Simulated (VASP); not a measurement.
Given:

```xyz
2
Lattice="3.6548 0.0000 0.0000 0.0000 3.6548 0.0000 0.0000 0.0000 3.6548" Properties=species:S:1:pos:R:3 pbc="T T T"
Ca     0.0000     0.0000     0.0000
Se     1.8274     1.8274     1.8274
```

Calculation: PBE GGA, VASP's PBE PAW potentials (set 64) (plane waves; VASP 6.6.1). Run with 400 eV cut-off, 8×8×8 Γ-centred mesh, tetrahedra with Blöchl corrections, potentials Ca_sv Se.

### Question
Predict the energy per atom (σ→0), band gap (on the k-mesh) with the smallest direct gap where there is one.

### Answer

| Quantity | Result |
|---|---|
| band gap (on the k-mesh) | 0.79 eV |
| smallest direct gap (on the k-mesh) | 0.79 eV |
| energy per atom (σ→0) | -4.402 eV/atom |

Total energies compare only between runs with the same potentials, cut-off and functional.

The structure was generated: CaSe was put into the CsCl type type (Pm-3m), which need not be its known phase. It was relaxed first, which changed the volume by -14 %.
